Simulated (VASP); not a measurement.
```yaml
crystal:
  lattice:
    - [0.00000, 2.17923, 2.17923]
    - [2.17923, 0.00000, 2.17923]
    - [2.17923, 2.17923, 0.00000]
  atoms:
    - { symbol: Sr, position: [0.00000, 0.00000, 0.00000] }
```

Calculation: PBE GGA, VASP's PBE PAW potentials (set 64) (plane waves; VASP 6.6.1). Run with 500 eV cut-off, 14×14×14 Γ-centred mesh, first-order Methfessel-Paxton smearing of 0.10 eV, potentials Sr_sv.

Task: What does the run give for the energy per atom (σ→0), pressure, band gap (on the k-mesh) with the smallest direct gap where there is one?

Result: 
```json
{
 "band gap (on the k-mesh)": "none (metal, semimetal or under 0.01 eV)",
 "energy per atom (σ→0)": "0.950 eV/atom",
 "pressure": "449.6 kbar"
}
```

Total energies compare only between runs with the same potentials, cut-off and functional.

The compound is Sr in the fcc structure. It was relaxed first under an external pressure of 45 GPa.
